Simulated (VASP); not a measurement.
Data:

```
AlFe
1.0
    2.81307     0.00000     0.00000
    0.00000     2.81307     0.00000
    0.00000     0.00000     2.81307
Al Fe
1 1
Direct
  0.50000   0.50000   0.50000
  0.00000   0.00000   0.00000
```

These are LDA (Ceperley-Alder, Perdew-Zunger), VASP's LDA PAW potentials (set 64) (plane waves; VASP) values and carry that method's errors. Numerical set-up: 520 eV cut-off, Gaussian smearing of 0.050 eV, potentials Al Fe.

Problem. Estimate the band gap (along the path) with the smallest direct gap where there is one.

Solution. 
The band gap (along the path) comes out as none (metal, semimetal or under 0.01 eV).

The absolute energy has meaning only against runs of the same code, potentials and settings.

The compound is FeAl in the CsCl type structure. It was relaxed first, which changed the volume by -10 %. The run is not spin-polarised, so no magnetic state was tried. The electron count is odd and the run is not spin-polarised, which forces a metal.
